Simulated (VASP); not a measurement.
# A point defect in Lanthanum, part 2 of 2

How easily does a point defect form in Lanthanum? The host is relaxed first, then a supercell is run with and without the defect. The start is a cell from a database of measured crystal structures.

VASP 6.6.1, plane waves and PAW; the level of theory is named at each step.

So far. Step 2 (The host at zero pressure): The run ended after 3 ionic steps, 0.002 eV below its first step, once forces and stress met EDIFFG = -0.02.

### Step 3. The perfect supercell

Level of this step: r2SCAN; plane waves and PAW (La) (VASP).

System of this step: Lanthanum. Symmetry: P6_3/mmc, No. 194, hexagonal system. The conventional cell has a = 3.754 Å, b = 3.754 Å, c = 12.125 Å, α = 90.00°, β = 90.00°, γ = 120.00°. La has 12 La at 3.73 to 3.75 Å nearest. Nearest to La lie 12 La at 3.73 to 3.75 Å.

The same cell, mesh and cutoff without the defect give the energy to subtract and, in a gapped host, the band edges to count from, so that most errors cancel.

Contents of INCAR:

```
SYSTEM = La
PREC = Normal
ENCUT = 300
EDIFF = 1E-05
NELM = 120
ISMEAR = 1
SIGMA = 0.2
LREAL = Auto
ALGO = Normal
METAGGA = R2SCAN
LASPH = .TRUE.
NBANDS = 232
LORBIT = 11
LWAVE = .FALSE.
LCHARG = .FALSE.
KPAR = 4
```

Contents of POSCAR:

```
La
1.0
   11.2622136306      0.0000000000      0.0000000000
   -5.6311068153      9.7533631071      0.0000000000
    0.0000000000      0.0000000000     12.1253040874
La
36
Direct
    0.2222222222      0.1111111111      0.2500000000
    0.2222222222      0.4444444444      0.2500000000
    0.2222222222      0.7777777778      0.2500000000
    0.5555555556      0.1111111111      0.2500000000
    0.5555555556      0.4444444444      0.2500000000
    0.5555555556      0.7777777778      0.2500000000
    0.8888888889      0.1111111111      0.2500000000
    0.8888888889      0.4444444444      0.2500000000
    0.8888888889      0.7777777778      0.2500000000
    0.1111111111      0.2222222222      0.7500000000
    0.1111111111      0.5555555556      0.7500000000
    0.1111111111      0.8888888889      0.7500000000
    0.4444444444      0.2222222222      0.7500000000
    0.4444444444      0.5555555556      0.7500000000
    0.4444444444      0.8888888889      0.7500000000
    0.7777777778      0.2222222222      0.7500000000
    0.7777777778      0.5555555556      0.7500000000
    0.7777777778      0.8888888889      0.7500000000
    0.0000000000      0.0000000000      0.5000000000
    0.0000000000      0.3333333333      0.5000000000
    0.0000000000      0.6666666667      0.5000000000
    0.3333333333      0.0000000000      0.5000000000
    0.3333333333      0.3333333333      0.5000000000
    0.3333333333      0.6666666667      0.5000000000
    0.6666666667      0.0000000000      0.5000000000
    0.6666666667      0.3333333333      0.5000000000
    0.6666666667      0.6666666667      0.5000000000
    0.0000000000      0.0000000000      0.0000000000
    0.0000000000      0.3333333333      0.0000000000
    0.0000000000      0.6666666667      0.0000000000
    0.3333333333      0.0000000000      0.0000000000
    0.3333333333      0.3333333333      0.0000000000
    0.3333333333      0.6666666667      0.0000000000
    0.6666666667      0.0000000000      0.0000000000
    0.6666666667      0.3333333333      0.0000000000
    0.6666666667      0.6666666667      0.0000000000
```

Contents of KPOINTS:

```
Automatic mesh
0
Gamma
4 4 3
0 0 0
```

The projector-augmented-wave data sets are La (PBE family, release 64).

Launch:

```console
$ mpirun -np 4 vasp_std
```

The log of the run:

```text
[banner, memory and clock lines left out]
running    4 mpi-ranks, on    1 nodes
 distrk:  each k-point on    1 cores,    4 groups
 distr:  one band on    1 cores,    1 groups

 POSCAR found type information on POSCAR La
 POSCAR found :  1 types and      36 ions
 [... a notice as in an earlier step ...]

 LDA part: xc-table for (None), standard interpolation
 POSCAR, INCAR and KPOINTS ok, starting setup
 FFT: planning ... GRIDC
 FFT: planning ... GRID_SOFT
 FFT: planning ... GRID
 WAVECAR not read
 entering main loop
       N       E                     dE             d eps       ncg     rms          rms(c)
DAV:   1     0.445136106671E+04    0.44514E+04   -0.91118E+04  3784   0.149E+03
DAV:   2     0.418130611834E+03   -0.40332E+04   -0.39331E+04  5392   0.522E+02
DAV:   3    -0.888452057906E+03   -0.13066E+04   -0.12877E+04  6000   0.338E+02
DAV:   4    -0.113491737334E+04   -0.24647E+03   -0.23888E+03  7288   0.149E+02
DAV:   5    -0.118199023366E+04   -0.47073E+02   -0.44166E+02  7400   0.629E+01    0.198E+01
DAV:   6    -0.106796947958E+04    0.11402E+03   -0.90730E+01  6560   0.347E+01    0.894E+00
DAV:   7    -0.106974608746E+04   -0.17766E+01   -0.16939E+01  7384   0.137E+01    0.293E+00
DAV:   8    -0.107014849070E+04   -0.40240E+00   -0.37781E+00  7344   0.765E+00    0.378E-01
DAV:   9    -0.107024630709E+04   -0.97816E-01   -0.92343E-01  7192   0.314E+00    0.364E-01
DAV:  10    -0.107027263015E+04   -0.26323E-01   -0.21911E-01  7224   0.142E+00    0.151E-01
DAV:  11    -0.107027914127E+04   -0.65111E-02   -0.58434E-02  6936   0.665E-01    0.146E-01
DAV:  12    -0.107028038237E+04   -0.12411E-02   -0.15526E-02  6656   0.294E-01    0.557E-02
DAV:  13    -0.107028095756E+04   -0.57519E-03   -0.44332E-03  5864   0.135E-01    0.193E-02
DAV:  14    -0.107028109355E+04   -0.13599E-03   -0.12429E-03  4600   0.713E-02    0.793E-03
DAV:  15    -0.107028111509E+04   -0.21538E-04   -0.35529E-04  3976   0.401E-02    0.371E-03
DAV:  16    -0.107028112331E+04   -0.82259E-05   -0.10112E-04  3280   0.253E-02    0.279E-03
DAV:  17    -0.107028112441E+04   -0.10996E-05   -0.28727E-05  2984   0.179E-02
   1 F= -.10702811E+04 E0= -.10703069E+04  d E =0.773646E-01
```

It took 13 min on 4 MPI ranks of Intel Xeon Platinum 8259CL at 2.50GHz (Skylake/Cascade Lake), shared host; peak memory 3.5 GiB.

From OUTCAR (step 3):

```text
  LATTYP: Found a hexagonal cell.
 ALAT       =    11.2622136306
 C/A-ratio  =     1.0766359514

 Found      8 irreducible k-points:

   k-points           NKPTS =      8   k-points in BZ     NKDIM =      8   number of bands    NBANDS=    232

   dimension x,y,z NGX =    48 NGY =   48 NGZ =   54
   dimension x,y,z NGXF=    96 NGYF=   96 NGZF=  108

   ENCUT  =  300.0 eV  22.05 Ry    4.70 a.u.  15.91 15.91 17.12*2*pi/ulx,y,z

   NELECT =     396.0000    total number of electrons

 E-fermi :   8.0277

 k-point     1 :       0.0000    0.0000    0.0000
  band No.  band energies     occupation
    ...
    198       8.0668      0.67596
    199       8.0668      0.67596
    200       8.0668      0.67596
    201       8.0668      0.67591
    202       8.0668      0.67591
    203       8.1609      0.10518
    204       8.1609      0.10517
    205       8.1609      0.10516
    206       8.1609      0.10516
    207       8.5405     -0.00173
    ...

 k-point     2 :       0.2500   -0.0000    0.0000
  band No.  band energies     occupation
    ...
    197       7.8578      2.00323
    198       7.8607      1.99695
    199       7.8607      1.99692
    200       8.0625      0.71025
    201       8.0625      0.71016
    202       8.1461      0.16696
    203       8.1461      0.16694
    204       8.1508      0.14616
    205       8.1508      0.14610
    206       8.1876      0.02004
    ...

  Total       -0.2019450     -0.2019450     -3.3602863      0.0000000     -0.0000000     -0.0000000
  in kB       -0.2429254     -0.2429254     -4.0421839      0.0000000     -0.0000000     -0.0000000
  external PRESSURE =      -1.5093449 kB  Pullay stress =       0.0000000 kB

  energy-cutoff  :      300.00
  volume of cell :     1331.90
      direct lattice vectors                 reciprocal lattice vectors
    11.262213631  0.000000000  0.000000000     0.088792491  0.051264368  0.000000000
    -5.631106815  9.753363107  0.000000000     0.000000000  0.102528737  0.000000000
     0.000000000  0.000000000 12.125304087     0.000000000  0.000000000  0.082472158

 POSITION                                       TOTAL-FORCE (eV/Angst)
 -----------------------------------------------------------------------------------
      1.87704      1.08371      3.03133         0.000000     -0.000000      0.000000
      0.00000      4.33483      3.03133         0.000000     -0.000000      0.000000
     -1.87704      7.58595      3.03133        -0.000000      0.000000      0.000000
      5.63111      1.08371      3.03133        -0.000000     -0.000000      0.000000
      3.75407      4.33483      3.03133         0.000000     -0.000000      0.000000
      1.87704      7.58595      3.03133         0.000000     -0.000000      0.000000
      9.38518      1.08371      3.03133        -0.000000     -0.000000      0.000000
      7.50814      4.33483      3.03133         0.000000      0.000000      0.000000
      5.63111      7.58595      3.03133        -0.000000     -0.000000      0.000000
      0.00000      2.16741      9.09398         0.000000      0.000000      0.000000
     -1.87704      5.41854      9.09398        -0.000000      0.000000      0.000000
     -3.75407      8.66966      9.09398        -0.000000     -0.000000      0.000000
      3.75407      2.16741      9.09398         0.000000      0.000000      0.000000
      1.87704      5.41854      9.09398        -0.000000      0.000000      0.000000
     -0.00000      8.66966      9.09398        -0.000000      0.000000      0.000000
      7.50814      2.16741      9.09398         0.000000      0.000000      0.000000
      5.63111      5.41854      9.09398         0.000000      0.000000      0.000000
      3.75407      8.66966      9.09398         0.000000     -0.000000      0.000000
      0.00000      0.00000      6.06265        -0.000000     -0.000000      0.000000
     -1.87704      3.25112      6.06265        -0.000000     -0.000000     -0.000000
     -3.75407      6.50224      6.06265        -0.000000     -0.000000     -0.000000
      3.75407      0.00000      6.06265        -0.000000      0.000000      0.000000
      1.87704      3.25112      6.06265        -0.000000     -0.000000     -0.000000
     -0.00000      6.50224      6.06265        -0.000000      0.000000     -0.000000
      7.50814      0.00000      6.06265        -0.000000     -0.000000     -0.000000
      5.63111      3.25112      6.06265        -0.000000     -0.000000     -0.000000
      3.75407      6.50224      6.06265        -0.000000     -0.000000      0.000000
      0.00000      0.00000      0.00000        -0.000000      0.000000     -0.000000
     -1.87704      3.25112      0.00000        -0.000000     -0.000000      0.000000
     -3.75407      6.50224      0.00000        -0.000000      0.000000     -0.000000
      3.75407      0.00000      0.00000        -0.000000     -0.000000      0.000000
      1.87704      3.25112      0.00000        -0.000000     -0.000000      0.000000
     -0.00000      6.50224      0.00000        -0.000000      0.000000      0.000000
      7.50814      0.00000      0.00000        -0.000000     -0.000000      0.000000
      5.63111      3.25112      0.00000        -0.000000     -0.000000      0.000000
      3.75407      6.50224      0.00000        -0.000000     -0.000000      0.000000
 -----------------------------------------------------------------------------------
    total drift:                               -0.000000      0.000000      0.000000

  FREE ENERGIE OF THE ION-ELECTRON SYSTEM (eV)
  ---------------------------------------------------
  free  energy   TOTEN  =     -1070.2811244128 eV

  energy  without entropy=    -1070.3584890455  energy(sigma->0) =    -1070.30691262

 total charge
# of ion       s       p       d       f       tot
--------------------------------------------------
    1        2.046   5.575   0.887   0.070   8.577
    2        2.046   5.575   0.887   0.070   8.577
    3        2.046   5.575   0.887   0.070   8.577
    4        2.046   5.575   0.887   0.070   8.577
    5        2.046   5.575   0.887   0.070   8.577
    6        2.046   5.575   0.887   0.070   8.577
    7        2.046   5.575   0.887   0.070   8.577
    8        2.046   5.575   0.887   0.070   8.577
    9        2.046   5.575   0.887   0.070   8.577
   10        2.046   5.575   0.887   0.070   8.577
   11        2.046   5.575   0.887   0.070   8.577
   12        2.046   5.575   0.887   0.070   8.577
   13        2.046   5.575   0.887   0.070   8.577
   14        2.046   5.575   0.887   0.070   8.577
   15        2.046   5.575   0.887   0.070   8.577
   16        2.046   5.575   0.887   0.070   8.577
   17        2.046   5.575   0.887   0.070   8.577
   18        2.046   5.575   0.887   0.070   8.577
   19        2.043   5.568   0.894   0.078   8.583
   20        2.043   5.568   0.894   0.078   8.583
   21        2.043   5.568   0.894   0.078   8.583
   22        2.043   5.568   0.894   0.078   8.583
   23        2.043   5.568   0.894   0.078   8.583
   24        2.043   5.568   0.894   0.078   8.583
   25        2.043   5.568   0.894   0.078   8.583
   26        2.043   5.568   0.894   0.078   8.583
   27        2.043   5.568   0.894   0.078   8.583
   28        2.043   5.568   0.894   0.078   8.583
   29        2.043   5.568   0.894   0.078   8.583
   30        2.043   5.568   0.894   0.078   8.583
   31        2.043   5.568   0.894   0.078   8.583
   32        2.043   5.568   0.894   0.078   8.583
   33        2.043   5.568   0.894   0.078   8.583
   34        2.043   5.568   0.894   0.078   8.583
   35        2.043   5.568   0.894   0.078   8.583
   36        2.043   5.568   0.894   0.078   8.583
--------------------------------------------------
tot         73.603 200.580  32.047   2.649 308.879

[... 2 parts as in an earlier step ...]

[... 7 further parts left out ...]
```

This step gave:

```
electronic cycles       : 17
electrons               : 396
free energy (TOTEN)     : -1070.2811 eV
energy at zero smearing : -1070.3069 eV
Fermi energy            : 8.028 eV
```

The host is treated as a metal, as its relaxation found a gap under 0.3 eV or none, and only the neutral defect is run.

### Step 4. Relaxing the defect

This step: r2SCAN, spin-polarised, with small moments to start from; plane waves and PAW (Ti, La) (VASP 6.6.1).

System of this step: La35Ti (Lanthanum). The cell holds 36 atoms: 1 Ti and 35 La. Cell: a = 11.262 Å, b = 11.262 Å, c = 12.125 Å, α = 90.0°, β = 90.0°, γ = 120.0°. It derives from La (Lanthanum). Nearest the centre at fractional (0.222, 0.111, 0.250): Ti1 at 0.00 Å, La22 at 3.73 Å, La31 at 3.73 Å, La32 at 3.73 Å, La23 at 3.73 Å, La19 at 3.73 Å, La28 at 3.73 Å, La2 at 3.75 Å.

The host is treated as a metal, since its gap is under 0.3 eV or closed. The atoms relax at the host's fixed cell.

Contents of INCAR:

```
SYSTEM = La35Ti
PREC = Normal
ENCUT = 300
EDIFF = 1E-05
NELM = 120
ISMEAR = 1
SIGMA = 0.2
LREAL = Auto
ALGO = Normal
METAGGA = R2SCAN
LASPH = .TRUE.
NBANDS = 228
ISPIN = 2
MAGMOM = 0.6 0 0 0 0 0 0 0 0 0 0 0 0 0 0 0 0 0 0.6 0 0 0 0 0 0 0 0 0.6 0 0 0.6 0 0 0 0 0
LMAXMIX = 6
AMIX = 0.2
BMIX = 1E-04
AMIX_MAG = 0.8
BMIX_MAG = 1E-04
LORBIT = 11
LWAVE = .FALSE.
LCHARG = .TRUE.
KPAR = 4
IBRION = 2
NSW = 50
ISIF = 2
EDIFFG = -0.03
POTIM = 0.4
MAXMIX = 40
ISYM = 2
```

Contents of POSCAR:

```
La35Ti
1.0
   11.2622136306      0.0000000000      0.0000000000
   -5.6311068153      9.7533631071      0.0000000000
    0.0000000000      0.0000000000     12.1253040874
Ti La
1 35
Direct
    0.2222222200      0.1111111100      0.2500000000
    0.2222222200      0.4444444400      0.2500000000
    0.2222222200      0.7777777800      0.2500000000
    0.5555555600      0.1111111100      0.2500000000
    0.5555555600      0.4444444400      0.2500000000
    0.5555555600      0.7777777800      0.2500000000
    0.8888888900      0.1111111100      0.2500000000
    0.8888888900      0.4444444400      0.2500000000
    0.8888888900      0.7777777800      0.2500000000
    0.1111111100      0.2222222200      0.7500000000
    0.1111111100      0.5555555600      0.7500000000
    0.1111111100      0.8888888900      0.7500000000
    0.4444444400      0.2222222200      0.7500000000
    0.4444444400      0.5555555600      0.7500000000
    0.4444444400      0.8888888900      0.7500000000
    0.7777777800      0.2222222200      0.7500000000
    0.7777777800      0.5555555600      0.7500000000
    0.7777777800      0.8888888900      0.7500000000
    0.0000000000      0.0000000000      0.5000000000
    0.0000000000      0.3333333300      0.5000000000
    0.0000000000      0.6666666700      0.5000000000
    0.3333333300      0.0000000000      0.5000000000
    0.3333333300      0.3333333300      0.5000000000
    0.3333333300      0.6666666700      0.5000000000
    0.6666666700      0.0000000000      0.5000000000
    0.6666666700      0.3333333300      0.5000000000
    0.6666666700      0.6666666700      0.5000000000
    0.0000000000      0.0000000000      0.0000000000
    0.0000000000      0.3333333300      0.0000000000
    0.0000000000      0.6666666700      0.0000000000
    0.3333333300      0.0000000000      0.0000000000
    0.3333333300      0.3333333300      0.0000000000
    0.3333333300      0.6666666700      0.0000000000
    0.6666666700      0.0000000000      0.0000000000
    0.6666666700      0.3333333300      0.0000000000
    0.6666666700      0.6666666700      0.0000000000
```

KPOINTS is that of step 3.

PAW data sets: Ti and La (PBE family, release 64).

Launch:

```console
$ mpirun -np 4 vasp_std
```

The log of the run:

```text
[banner, memory and clock lines left out]
running    4 mpi-ranks, on    1 nodes
[...]
[... a notice as in an earlier step ...]

 LDA part: xc-table for (None), standard interpolation
 POSCAR, INCAR and KPOINTS ok, starting setup
[...]
entering main loop
       N       E                     dE             d eps       ncg     rms          rms(c)
DAV:   1     0.435160106772E+04    0.43516E+04   -0.89577E+04 24272   0.148E+03
DAV:   2     0.380994345538E+03   -0.39706E+04   -0.38765E+04 34368   0.515E+02
DAV:   3    -0.887213404434E+03   -0.12682E+04   -0.12503E+04 38400   0.336E+02
DAV:   4    -0.112143070817E+04   -0.23422E+03   -0.22709E+03 46284   0.148E+02
DAV:   5    -0.116777967614E+04   -0.46349E+02   -0.43584E+02 47416   0.635E+01    0.229E+01
DAV:   6    -0.106220481318E+04    0.10557E+03   -0.25275E+02 42400   0.380E+01    0.307E+01
DAV:   7    -0.104727499990E+04    0.14930E+02   -0.35643E+02 45424   0.308E+01    0.173E+01
DAV:   8    -0.105260646165E+04   -0.53315E+01   -0.65082E+01 43768   0.230E+01    0.121E+01
DAV:   9    -0.105176027948E+04    0.84618E+00   -0.27832E+01 42408   0.118E+01    0.839E+00
```

It took 51 min on 4 MPI ranks.

The run was stopped at its time limit, so it gives no result of its own.

### Step 5. Summary of results

- result: none

What this shows: The session ends without its result: «relax the defect» met its time limit.

[Lines on the potential files, build, host, timing and source positions are cut from VASP's logs without a mark.]

[Logs are printed without paths, hosts, clocks, repeated set-up lines and the standing remarks that a program may print on its own settings, such as how far it seeks lower states.]

[Hosts, paths, dates, database ids (printed as entryN), source tags and the programs' standing remarks are cut or masked in the printed files.]

[In band tables of VASP the shares of atoms and orbitals are scaled to a sum of 1 inside the atoms' spheres.]

[Runs that stopped without an error message from VASP are left out.]
